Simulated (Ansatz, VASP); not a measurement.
One calculation of CdBr, two programs

```
Cd Br
1.0
     0.00000    3.11613    3.11613
     3.11613    0.00000    3.11613
     3.11613    3.11613    0.00000
Cd Br
1 1
Direct
  0.00000 0.00000 0.00000
  0.50000 0.50000 0.50000
```

Change from the starting cell: species swapped into the HoP type (Fm-3m, No. 225).

Alike in both runs: functional PBE; k mesh 16 × 16 × 16; occupations gaussian, width 0.1 eV; no spin polarisation.

Ansatz relaxed the structure, and its values are those at the end. VASP's run is a single point on that final structure, the one shown.

|  | VASP | Ansatz |
| --- | --- | --- |
| version | VASP 6.6.1 | Ansatz 0.2.0 |
| potentials or method | VASP PAW PBE potentials, release 64 (Cd, Br) | scalar-relativistic, plane waves, PAW |
| plane-wave cutoff (eV) | 520 | 420 |
| valence electrons in the cell | 19 | 27 |

|  | VASP | Ansatz | Ansatz less VASP |
| --- | --- | --- | --- |
| gap on the k mesh at the Fermi level (eV) | none | none | - |
| pressure (GPa) | 0.1 | 0.0 | -0.08 |

A gap of «none» marks a metal or a gap that the smearing closes. The two sets of potentials don't hold the same shells in valence.

Caveats: an odd number of electrons without spin polarisation forces a metal; a magnetic or distorted state may lie lower.
